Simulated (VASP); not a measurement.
```
MoSi
1.0
    5.76259     0.00000     0.00000
    0.00000     3.09379     0.00000
    0.00000     0.00000     6.52455
Mo Si
4 4
Direct
  0.50733   0.25000   0.67658
  0.00733   0.25000   0.82342
  0.49267   0.75000   0.32342
  0.99267   0.75000   0.17658
  0.66480   0.25000   0.05520
  0.16480   0.25000   0.44480
  0.33520   0.75000   0.94480
  0.83520   0.75000   0.55520
```

Level of theory: LDA (Ceperley-Alder, Perdew-Zunger), VASP's LDA PAW potentials (set 64) (plane waves; VASP). Run with 400 eV cut-off, 6×11×6 Γ-centred mesh, tetrahedra with Blöchl corrections, potentials Mo_sv Si.

The cores are frozen, which limits the accuracy of field gradients.

Problem. Give the principal components of the electric field gradient (V/Å²) and the asymmetry η at each nucleus.

Solution. 
| atom | Vxx | Vyy | Vzz | η |
|---|---|---|---|---|
| Mo1 | 38.5 | 25.0 | -63.5 | 0.21 |
| Mo2 | 38.5 | 25.0 | -63.5 | 0.21 |
| Mo3 | 38.5 | 25.0 | -63.5 | 0.21 |
| Mo4 | 38.5 | 25.0 | -63.5 | 0.21 |
| Si5 | 37.8 | 6.2 | -44.0 | 0.72 |
| Si6 | 37.8 | 6.2 | -44.0 | 0.72 |
| Si7 | 37.8 | 6.2 | -44.0 | 0.72 |
| Si8 | 37.8 | 6.2 | -44.0 | 0.72 |

The structure was generated: SiMo was put into the MnP type (Pnma), which need not be its known phase. It was relaxed first, which changed the volume by -13 %.
